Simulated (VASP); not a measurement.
Here is the system:

```xyz
2
Lattice="0.0000 3.1030 3.1030 3.1030 0.0000 3.1030 3.1030 3.1030 0.0000" Properties=species:S:1:pos:R:3 pbc="T T T"
Cd     0.0000     0.0000     0.0000
Se     1.5515     1.5515     1.5515
```

Calculation: PBE GGA, VASP's PBE PAW potentials (set 64) (plane waves; VASP 6.6.1). Numerical set-up: 520 eV cut-off, 7×7×7 Γ-centred mesh, Gaussian smearing of 0.050 eV, potentials Cd Se.

Problem. What does the run give for the energy per atom (σ→0), band gap (on the k-mesh) with the smallest direct gap where there is one?

Solution. 
- band gap (on the k-mesh) = 0.48 eV
- smallest direct gap (on the k-mesh) = 0.48 eV
- energy per atom (σ→0) = -2.749 eV/atom

The absolute energy has meaning only against runs of the same code, potentials and settings.

The compound is CdSe in the zinc blende structure, whereas wurtzite is the usual form. It was relaxed first, which changed the volume by +8 %.
